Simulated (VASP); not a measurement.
An input for Quantum ESPRESSO's pw.x (written as the equivalent of a VASP run, and not itself run):

```
&CONTROL
  calculation = 'scf'
  pseudo_dir = './pseudo'
  outdir = './out'
  tprnfor = .true.
  tstress = .true.
/
&SYSTEM
  ibrav = 0
  nat = 3
  ntyp = 2
  ecutwfc = 98
  occupations = 'smearing'
  smearing = 'methfessel-paxton'
  degauss = 0.00735
  input_dft = 'pbe'
/
&ELECTRONS
  conv_thr = 7.3e-08
  electron_maxstep = 100
/
ATOMIC_SPECIES
  Si 28.085 Si.upf
  Ni 58.693 Ni.upf
CELL_PARAMETERS angstrom
     0.0000000    2.7730300    2.7697730
     2.7641380    0.0000000    2.7697730
     2.7641380    2.7730300    0.0000000
ATOMIC_POSITIONS crystal
  Si   0.2500000  0.2500000  0.2500000
  Si   0.7500000  0.7500000  0.7500000
  Ni  -0.0072690  0.0072690  0.0072690
K_POINTS automatic
  7 7 7 0 0 0
```

Task: Write the VASP files for the same calculation (PBE).

Result: This is not unique; one that fits is 
### KPOINTS
```
Automatic mesh
0
Monkhorst-Pack
  7 7 7
0 0 0
```

File POSCAR:
```
NiSi2
1
    0.0000000000     2.7730300000     2.7697730000
    2.7641380000     0.0000000000     2.7697730000
    2.7641380000     2.7730300000     0.0000000000
Si Ni
2 1
Direct
  0.2500000000   0.2500000000   0.2500000000
  0.7500000000   0.7500000000   0.7500000000
 -0.0072690000   0.0072690000   0.0072690000
```

INCAR:
```
! general
SYSTEM  = NiSi2
PREC    = Accurate
ENCUT   = 400
LREAL   = .FALSE.
LASPH   = .TRUE.

! electronic loop
EDIFF   = 1E-6
NELM    = 100
ALGO    = Normal
LMAXMIX = 4

! smearing
ISMEAR  = 1
SIGMA   = 0.1

! functional
GGA     = PE

! ions
ISIF    = 2

! output
LWAVE   = .FALSE.
LCHARG  = .FALSE.
```

POTCAR, in this order: Si Ni (PBE.64 set). Program: vasp_std.

Limits of the translation: the potentials are each code's own (VASP's PAW set, PseudoDojo norm-conserving files in pw.x), so ENCUT and ecutwfc are chosen apart and not converted; conv_thr bounds pw.x's estimated SCF error, while EDIFF bounds the energy change between steps.

The compound is NiSi2 in the fluorite structure. The cell was not relaxed at this level, atoms are displaced from their ideal sites. The run is one of a series of settings (KPOINTS 7×7×7 Monkhorst-Pack mesh against the base run), some of them coarse on purpose.
